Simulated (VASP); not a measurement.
Output of a VASP run:

### OUTCAR
```
 ion  position               nearest neighbor table
   1  0.500  0.000  0.000-  32 2.87  46 2.87  54 2.87  62 2.87
   2  0.750  0.250  0.000-  32 2.87  33 2.87  44 2.87  55 2.87
   3  0.750  0.000  0.250-  32 2.87  34 2.87  38 2.87  49 2.87
   4  0.000  0.000  0.000-  35 2.87  38 2.87  44 2.87  63 2.87
   5  0.250  0.250  0.000-  35 2.87  36 2.87  54 2.87  60 2.87
   6  0.500  0.500  0.000-  36 2.87  37 2.87  55 2.87  61 2.87
   7  0.750  0.750  0.000-  37 2.87  38 2.87  56 2.87  62 2.87
   8  0.250  0.000  0.250-  35 2.87  39 2.87  46 2.87  57 2.87
   9  0.500  0.250  0.250-  32 2.87  36 2.87  39 2.87  40 2.92
  10  0.750  0.500  0.250-  40 2.86  37 2.87  33 2.87  41 2.87
  11  0.500  0.000  0.500-  39 2.87  42 2.87  49 2.87  59 2.87
  12  0.750  0.250  0.500-  34 2.87  42 2.87  43 2.87  40 2.87
  13  0.750  0.000  0.750-  42 2.87  44 2.87  53 2.87  62 2.87
  14  0.000  0.500  0.000-  33 2.87  45 2.87  56 2.87  60 2.87
  15  0.250  0.750  0.000-  45 2.87  46 2.87  61 2.87  63 2.87
  16  0.000  0.250  0.250-  33 2.87  34 2.87  35 2.87  47 2.87
  17  0.250  0.500  0.250-  36 2.87  45 2.87  47 2.87  48 2.89
  18  0.500  0.750  0.250-  48 2.85  46 2.87  37 2.87  49 2.87
  19  0.000  0.000  0.500-  34 2.87  50 2.87  53 2.87  57 2.87
  20  0.250  0.250  0.500-  39 2.87  47 2.87  50 2.87  51 2.91
  21  0.750  0.750  0.500-  41 2.87  49 2.87  53 2.87  52 2.92
  22  0.250  0.000  0.750-  50 2.87  54 2.87  59 2.87  63 2.87
  23  0.500  0.250  0.750-  42 2.87  54 2.87  55 2.87  51 2.88
  24  0.750  0.500  0.750-  52 2.85  43 2.87  55 2.87  56 2.87
  25  0.000  0.750  0.250-  38 2.87  41 2.87  45 2.87  57 2.87
  26  0.000  0.500  0.500-  41 2.87  43 2.87  47 2.87  58 2.87
  27  0.250  0.750  0.500-  48 2.86  57 2.87  58 2.87  59 2.87
  28  0.000  0.250  0.750-  43 2.87  44 2.87  50 2.87  60 2.87
  29  0.250  0.500  0.750-  51 2.84  58 2.87  60 2.87  61 2.87
  30  0.500  0.750  0.750-  59 2.87  61 2.87  62 2.87  52 2.87
  31  0.000  0.750  0.750-  53 2.87  56 2.87  58 2.87  63 2.87
  32  0.625  0.125  0.125-   1 2.87   2 2.87   3 2.87   9 2.87
  33  0.875  0.375  0.125-   2 2.87  10 2.87  14 2.87  16 2.87
  34  0.875  0.125  0.375-   3 2.87  12 2.87  16 2.87  19 2.87
  35  0.125  0.125  0.125-   4 2.87   5 2.87   8 2.87  16 2.87
  36  0.375  0.375  0.125-   5 2.87   6 2.87   9 2.87  17 2.87
  37  0.625  0.625  0.125-   6 2.87   7 2.87  10 2.87  18 2.87
  38  0.875  0.875  0.125-   3 2.87   4 2.87   7 2.87  25 2.87
  39  0.375  0.125  0.375-   8 2.87   9 2.87  11 2.87  20 2.87
  40  0.625  0.379  0.378-  64 2.83  10 2.86  12 2.87   9 2.92
  41  0.875  0.625  0.375-  10 2.87  21 2.87  25 2.87  26 2.87
  42  0.625  0.125  0.625-  11 2.87  12 2.87  13 2.87  23 2.87
  43  0.875  0.375  0.625-  12 2.87  24 2.87  26 2.87  28 2.87
  44  0.875  0.125  0.875-   2 2.87   4 2.87  13 2.87  28 2.87
  45  0.125  0.625  0.125-  14 2.87  15 2.87  17 2.87  25 2.87
  46  0.375  0.875  0.125-   1 2.87   8 2.87  15 2.87  18 2.87
  47  0.125  0.375  0.375-  16 2.87  17 2.87  20 2.87  26 2.87
  48  0.376  0.626  0.375-  18 2.85  27 2.86  17 2.89  64 2.91
  49  0.625  0.875  0.375-   3 2.87  11 2.87  18 2.87  21 2.87
  50  0.125  0.125  0.625-  19 2.87  20 2.87  22 2.87  28 2.87
  51  0.376  0.379  0.626-  64 2.80  29 2.84  23 2.88  20 2.91
  52  0.623  0.622  0.626-  64 2.84  24 2.85  30 2.87  21 2.92
  53  0.875  0.875  0.625-  13 2.87  19 2.87  21 2.87  31 2.87
  54  0.375  0.125  0.875-   1 2.87   5 2.87  22 2.87  23 2.87
  55  0.625  0.375  0.875-   2 2.87   6 2.87  23 2.87  24 2.87
  56  0.875  0.625  0.875-   7 2.87  14 2.87  24 2.87  31 2.87
  57  0.125  0.875  0.375-   8 2.87  19 2.87  25 2.87  27 2.87
  58  0.125  0.625  0.625-  26 2.87  27 2.87  29 2.87  31 2.87
  59  0.375  0.875  0.625-  11 2.87  22 2.87  27 2.87  30 2.87
  60  0.125  0.375  0.875-   5 2.87  14 2.87  28 2.87  29 2.87
  61  0.375  0.625  0.875-   6 2.87  15 2.87  29 2.87  30 2.87
  62  0.625  0.875  0.875-   1 2.87   7 2.87  13 2.87  30 2.87
  63  0.125  0.875  0.875-   4 2.87  15 2.87  22 2.87  31 2.87
  64  0.500  0.498  0.503-  51 2.80  40 2.83  52 2.84  48 2.91
 Subroutine IBZKPT returns following result:
 Found      1 irreducible k-points:

 Following reciprocal coordinates:
            Coordinates               Weight
  0.000000  0.000000  0.000000      1.000000
   k-points           NKPTS =      1   k-points in BZ     NKDIM =      1   number of bands    NBANDS=    341
   number of dos      NEDOS =    301   number of ions     NIONS =     64
   total plane-waves  NPLWV = 343000
   dimension x,y,z NGX =    70 NGY =   70 NGZ =   70
   dimension x,y,z NGXF=   140 NGYF=  140 NGZF=  140
   ions per type =              31  32   1
   PREC   = normal    normal or accurate (medium, high low for compatibility)
   ISTART =      0    job   : 0-new  1-cont  2-samecut
   ICHARG =      2    charge: 1-file 2-atom 10-const
...
```

File OSZICAR:
```
...
   4 F= -.15583308E+03 E0= -.15579452E+03  d E =-.219282E+00  mag=     1.0000
       N       E                     dE             d eps       ncg     rms          rms(c)
DAV:   1    -0.155841869753E+03   -0.87906E-02   -0.50348E+00  1416   0.342E+00    0.421E-01
RMM:   2    -0.155845286484E+03   -0.34167E-02   -0.39831E-02  1364   0.332E-01    0.101E-01
RMM:   3    -0.155845811824E+03   -0.52534E-03   -0.58357E-03  1428   0.131E-01    0.107E-01
RMM:   4    -0.155845826297E+03   -0.14474E-04   -0.86922E-04  1462   0.517E-02    0.679E-02
RMM:   5    -0.155845828840E+03   -0.25428E-05   -0.20009E-04  1320   0.247E-02    0.170E-02
RMM:   6    -0.155845834498E+03   -0.56579E-05   -0.45012E-05  1083   0.117E-02
   5 F= -.15584583E+03 E0= -.15580727E+03  d E =-.127536E-01  mag=     1.0000
       N       E                     dE             d eps       ncg     rms          rms(c)
DAV:   1    -0.155846168113E+03   -0.33927E-03   -0.11850E+01  1384   0.524E+00    0.644E-01
RMM:   2    -0.155854253561E+03   -0.80854E-02   -0.94267E-02  1364   0.510E-01    0.154E-01
RMM:   3    -0.155855493541E+03   -0.12400E-02   -0.13734E-02  1435   0.201E-01    0.164E-01
RMM:   4    -0.155855544091E+03   -0.50550E-04   -0.21618E-03  1468   0.796E-02    0.106E-01
RMM:   5    -0.155855550911E+03   -0.68204E-05   -0.46921E-04  1394   0.373E-02    0.282E-02
RMM:   6    -0.155855564581E+03   -0.13669E-04   -0.10250E-04  1372   0.170E-02    0.160E-02
RMM:   7    -0.155855563739E+03    0.84117E-06   -0.16850E-05   835   0.780E-03
   6 F= -.15585556E+03 E0= -.15581700E+03  d E =-.224828E-01  mag=     1.0000
       N       E                     dE             d eps       ncg     rms          rms(c)
DAV:   1    -0.155855208548E+03    0.35603E-03   -0.15226E+00  1448   0.188E+00    0.229E-01
RMM:   2    -0.155856256359E+03   -0.10478E-02   -0.12116E-02  1364   0.182E-01    0.549E-02
RMM:   3    -0.155856412115E+03   -0.15576E-03   -0.17378E-03  1419   0.721E-02    0.586E-02
RMM:   4    -0.155856419312E+03   -0.71973E-05   -0.29990E-04  1446   0.303E-02    0.373E-02
RMM:   5    -0.155856420839E+03   -0.15262E-05   -0.64142E-05  1148   0.145E-02
   7 F= -.15585642E+03 E0= -.15581786E+03  d E =-.233399E-01  mag=     1.0000
       N       E                     dE             d eps       ncg     rms          rms(c)
DAV:   1    -0.155858669864E+03   -0.22506E-02   -0.45548E+00  1384   0.330E+00    0.393E-01
RMM:   2    -0.155861553766E+03   -0.28839E-02   -0.33252E-02  1364   0.314E-01    0.904E-02
RMM:   3    -0.155862004557E+03   -0.45079E-03   -0.48202E-03  1424   0.124E-01    0.903E-02
RMM:   4    -0.155862033785E+03   -0.29228E-04   -0.78628E-04  1461   0.503E-02    0.600E-02
RMM:   5    -0.155862039061E+03   -0.52763E-05   -0.16084E-04  1335   0.235E-02    0.169E-02
RMM:   6    -0.155862043479E+03   -0.44177E-05   -0.35074E-05   953   0.110E-02
   8 F= -.15586204E+03 E0= -.15582348E+03  d E =-.562264E-02  mag=     1.0000
       N       E                     dE             d eps       ncg     rms          rms(c)
DAV:   1    -0.155862780160E+03   -0.74110E-03   -0.16824E+00  1416   0.201E+00    0.235E-01
RMM:   2    -0.155863851526E+03   -0.10714E-02   -0.12334E-02  1364   0.191E-01    0.545E-02
RMM:   3    -0.155864020132E+03   -0.16861E-03   -0.17934E-03  1437   0.759E-02    0.571E-02
RMM:   4    -0.155864030728E+03   -0.10596E-04   -0.28846E-04  1439   0.309E-02    0.370E-02
RMM:   5    -0.155864033524E+03   -0.27956E-05   -0.64792E-05  1166   0.149E-02
   9 F= -.15586403E+03 E0= -.15582547E+03  d E =-.761269E-02  mag=     1.0000
```

### OUTCAR
```
------------------------ aborting loop because EDIFF is reached ----------------------------------------
  FORCE on cell =-STRESS in cart. coord.  units (eV):
  Direction    XX          YY          ZZ          XY          YZ          ZX
  --------------------------------------------------------------------------------------
  Total      -16.7083066    -16.7439716    -16.6824985     -0.0031605     -0.0037870      0.0331768
  in kB      -11.5081751    -11.5327401    -11.4903992     -0.0021768     -0.0026084      0.0228512
  external PRESSURE =     -11.5104381 kB  Pullay stress =       0.0000000 kB
  volume of cell :     2326.14
      direct lattice vectors                 reciprocal lattice vectors
    13.249887362  0.000000000  0.000000000     0.075472340  0.000000000  0.000000000
     0.000000000 13.249887362  0.000000000     0.000000000  0.075472340  0.000000000
     0.000000000  0.000000000 13.249887362     0.000000000  0.000000000  0.075472340
  FREE ENERGIE OF THE ION-ELECTRON SYSTEM (eV)
  ---------------------------------------------------
  free  energy   TOTEN  =      -155.8640335241 eV

  energy  without entropy=     -155.7869048379  energy(sigma->0) =     -155.82546918

 total charge

# of ion       s       p       d       tot
------------------------------------------
    1        0.457   0.289   9.526  10.272
    2        0.452   0.281   9.527  10.261
    3        0.452   0.281   9.527  10.260
    4        0.452   0.282   9.527  10.261
    5        0.452   0.281   9.527  10.260
    6        0.451   0.280   9.528  10.258
    7        0.452   0.282   9.527  10.261
    8        0.452   0.281   9.527  10.260
    9        0.454   0.285   9.526  10.266
   10        0.454   0.285   9.527  10.266
   11        0.451   0.279   9.528  10.258
   12        0.454   0.286   9.526  10.266
   13        0.452   0.281   9.527  10.261
   14        0.457   0.290   9.525  10.272
   15        0.452   0.281   9.527  10.261
   16        0.452   0.281   9.527  10.260
   17        0.454   0.285   9.527  10.266
   18        0.454   0.285   9.527  10.266
   19        0.457   0.289   9.526  10.271
   20        0.454   0.285   9.527  10.265
   21        0.454   0.285   9.527  10.265
   22        0.452   0.281   9.527  10.261
   23        0.454   0.286   9.527  10.266
   24        0.454   0.286   9.526  10.266
   25        0.452   0.281   9.527  10.260
   26        0.451   0.280   9.528  10.258
   27        0.454   0.286   9.526  10.266
   28        0.452   0.281   9.527  10.261
   29        0.454   0.286   9.526  10.266
   30        0.454   0.285   9.527  10.266
   31        0.452   0.281   9.527  10.261
   32        1.351   2.024   0.017   3.392
   33        1.351   2.023   0.017   3.391
   34        1.351   2.023   0.017   3.391
   35        1.350   2.022   0.017   3.389
   36        1.349   2.023   0.017   3.389
   37        1.349   2.023   0.017   3.389
   38        1.350   2.022   0.017   3.389
   39        1.349   2.023   0.017   3.389
   40        1.349   2.045   0.014   3.409
   41        1.349   2.023   0.017   3.389
   42        1.349   2.023   0.017   3.389
   43        1.349   2.023   0.017   3.389
   44        1.350   2.022   0.017   3.389
   45        1.351   2.023   0.017   3.391
   46        1.351   2.023   0.017   3.391
   47        1.349   2.023   0.017   3.389
   48        1.349   2.046   0.014   3.410
...
```
(Selected blocks of OUTCAR.)

File POSCAR:
```
Cd31NaTe32
1
   13.2498873621     0.0000000000     0.0000000000
    0.0000000000    13.2498873621    -0.0000000000
   -0.0000000000    -0.0000000000    13.2498873621
Cd Te Na
31 32 1
Direct
  0.5000000000   0.0000000000   0.0000000000
  0.7500000000   0.2500000000   0.0000000000
  0.7500000000   0.0000000000   0.2500000000
  0.0000000000   0.0000000000   0.0000000000
  0.2500000000   0.2500000000   0.0000000000
  0.5000000000   0.5000000000   0.0000000000
  0.7500000000   0.7500000000   0.0000000000
  0.2500000000   0.0000000000   0.2500000000
  0.5000000000   0.2500000000   0.2500000000
  0.7500000000   0.5000000000   0.2500000000
  0.5000000000   0.0000000000   0.5000000000
  0.7500000000   0.2500000000   0.5000000000
  0.7500000000   0.0000000000   0.7500000000
  0.0000000000   0.5000000000   0.0000000000
  0.2500000000   0.7500000000   0.0000000000
  0.0000000000   0.2500000000   0.2500000000
  0.2500000000   0.5000000000   0.2500000000
  0.5000000000   0.7500000000   0.2500000000
  0.0000000000   0.0000000000   0.5000000000
  0.2500000000   0.2500000000   0.5000000000
  0.7500000000   0.7500000000   0.5000000000
  0.2500000000   0.0000000000   0.7500000000
  0.5000000000   0.2500000000   0.7500000000
  0.7500000000   0.5000000000   0.7500000000
  0.0000000000   0.7500000000   0.2500000000
  0.0000000000   0.5000000000   0.5000000000
  0.2500000000   0.7500000000   0.5000000000
  0.0000000000   0.2500000000   0.7500000000
  0.2500000000   0.5000000000   0.7500000000
  0.5000000000   0.7500000000   0.7500000000
  0.0000000000   0.7500000000   0.7500000000
  0.6250000000   0.1250000000   0.1250000000
  0.8750000000   0.3750000000   0.1250000000
  0.8750000000   0.1250000000   0.3750000000
  0.1250000000   0.1250000000   0.1250000000
  0.3750000000   0.3750000000   0.1250000000
  0.6250000000   0.6250000000   0.1250000000
  0.8750000000   0.8750000000   0.1250000000
  0.3750000000   0.1250000000   0.3750000000
  0.6253600000   0.3786060000   0.3780660000
  0.8750000000   0.6250000000   0.3750000000
  0.6250000000   0.1250000000   0.6250000000
  0.8750000000   0.3750000000   0.6250000000
  0.8750000000   0.1250000000   0.8750000000
  0.1250000000   0.6250000000   0.1250000000
  0.3750000000   0.8750000000   0.1250000000
  0.1250000000   0.3750000000   0.3750000000
  0.3758160000   0.6264730000   0.3753110000
  0.6250000000   0.8750000000   0.3750000000
  0.1250000000   0.1250000000   0.6250000000
  0.3759370000   0.3786140000   0.6262780000
  0.6231640000   0.6218400000   0.6263410000
  0.8750000000   0.8750000000   0.6250000000
  0.3750000000   0.1250000000   0.8750000000
  0.6250000000   0.3750000000   0.8750000000
  0.8750000000   0.6250000000   0.8750000000
  0.1250000000   0.8750000000   0.3750000000
  0.1250000000   0.6250000000   0.6250000000
  0.3750000000   0.8750000000   0.6250000000
  0.1250000000   0.3750000000   0.8750000000
  0.3750000000   0.6250000000   0.8750000000
  0.6250000000   0.8750000000   0.8750000000
  0.1250000000   0.8750000000   0.8750000000
  0.4995900000   0.4978740000   0.5029760000
```

**Question.** Reconstruct the remaining input files.

**Answer.** Several could match; the one computed here: the input of the run itself, PBE GGA, plane waves, VASP's PBE PAW potentials (set 64).

INCAR:
```
SYSTEM  =  Cd31NaTe32
PREC  =  Normal; ENCUT  =  400; LREAL  =  Auto
LASPH  =  T; ISYM  =  0; NELECT  =  569.0
EDIFF  =  1E-5; NELM  =  100; NELMIN  =  4
ALGO  =  Fast; LMAXMIX  =  4
ISMEAR  =  0; SIGMA  =  0.05
GGA  =  PE
ISPIN  =  2; MAGMOM  =  64*0.0156; NUPDOWN  =  1
IBRION  =  2; NSW  =  60; ISIF  =  2
EDIFFG  =  -0.03
LWAVE  =  F; LCHARG  =  F; LORBIT  =  10
```

KPOINTS:
```
Regular mesh
0
Gamma
  1 1 1
0 0 0
```

POTCAR, in this order: Cd Te Na_pv (PBE.64 set). Program: vasp_gam.

The cell is charged, with a uniform compensating background. The supercell is sampled at Γ alone, which is coarse: total energies, pressure and levels can be off, energies of defects by several tenths of an eV.

The cell is a supercell with a defect, built from CdTe (zinc blende): Na_Cd, charge +2.
